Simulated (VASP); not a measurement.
Given:

```
CaEuSi4
1.0
   -2.11200     2.11200     6.76950
    2.11200    -2.11200     6.76950
    2.11200     2.11200    -6.76950
Ca Eu Si
1 1 4
Direct
  0.25000   0.75000   0.50000
  0.00000   0.00000   0.00000
  0.66566   0.16566   0.50000
  0.83434   0.33434   0.50000
  0.58467   0.58467   0.00000
  0.41533   0.41533   0.00000
```

Computed with PBEsol GGA, VASP's PBE PAW potentials (set 64) (plane waves; VASP 6.6.1). Run with 400 eV cut-off, 11×11×11 Γ-centred mesh, tetrahedra with Blöchl corrections, potentials Ca_sv Eu_2 Si.

The 4f electrons are frozen in the core of the lanthanide potential, so 4f levels, which can set the real gap, and their magnetism are missing.

Q: What does the run give for the energy per atom (σ→0), band gap (on the k-mesh) with the smallest direct gap where there is one?

A: 
The band gap (on the k-mesh) is none (metal, semimetal or under 0.01 eV). The energy per atom (σ→0) comes out as -5.065 eV/atom.

Total energies compare only between runs with the same potentials, cut-off and functional.

The structure comes from a computed database's CaEuSi4 entry (I-4m2); how it stands against other phases isn't given here. It was relaxed first.
